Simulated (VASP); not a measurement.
A run of VASP 6.6.1:

The input INCAR:

```
PREC = Accurate
ENCUT = 600
EDIFF = 1E-7
ISMEAR = 0
SIGMA = 0.03
LREAL = F
LASPH = T
NELM = 80
ALGO = Normal
ISIF = 3
LWAVE = F
LCHARG = F
GGA = PE
IBRION = 2
NSW = 90
EDIFFG = -0.005
KPAR = 4
```

The input KPOINTS:

```
regular mesh
0
Gamma
  6 6 4
```

POSCAR

```
CoAg3C6N6                               
1.0
    7.5461500020     -0.0000000000     -0.0000000000
   -3.7730750011      6.5351576025      0.0000000000
   -0.0000000000      0.0000000000      6.6953426342
  Co              Ag              C               N             
     1     3     6     6
Direct
     0.0000000000000000    0.0000000000000000    0.0000000000000000
     0.5000000000000000    0.5000000000000000    0.5000000000000000
     0.0000000000000000    0.5000000000000000    0.5000000000000000
     0.5000000000000000    0.0000000000000000    0.5000000000000000
     0.8005598576451399    0.0000000000000001    0.8346210063447045
     0.1994401423548601    0.1994401423548602    0.8346210063447045
     0.0000000000000000    0.8005598576451397    0.8346210063447045
     0.8005598576451399    0.8005598576451399    0.1653789936552954
     0.1994401423548602    0.0000000000000000    0.1653789936552954
     0.0000000000000000    0.1994401423548602    0.1653789936552954
     0.6809643826103374    0.6809643826103374    0.2762268993187850
     0.0000000000000000    0.6809643826103375    0.7237731006812151
     0.3190356173896626    0.3190356173896625    0.7237731006812151
     0.6809643826103374    0.0000000000000001    0.7237731006812151
     0.3190356173896625    0.0000000000000000    0.2762268993187850
     0.0000000000000000    0.3190356173896626    0.2762268993187850
```

Potentials or basis: VASP PAW PBE potentials, release 64 (Co, Ag, C, N).

Command:

```console
$ cat potpaw_PBE.64/Co/POTCAR potpaw_PBE.64/Ag/POTCAR potpaw_PBE.64/C/POTCAR potpaw_PBE.64/N/POTCAR > POTCAR
$ mpirun -np 4 vasp_std > vasp.out
```

Hardware: 4 MPI ranks on Intel(R) Xeon(R) Platinum 8488C (Sapphire Rapids) (shared host).

Estimate the wall time of this run.

Run time: 7.9 min on 4 MPI ranks on Intel(R) Xeon(R) Platinum 8488C (Sapphire Rapids) (shared host), peak memory 0.86 GiB a rank. Counts: scf iterations 47, k points 24, ion steps 5.
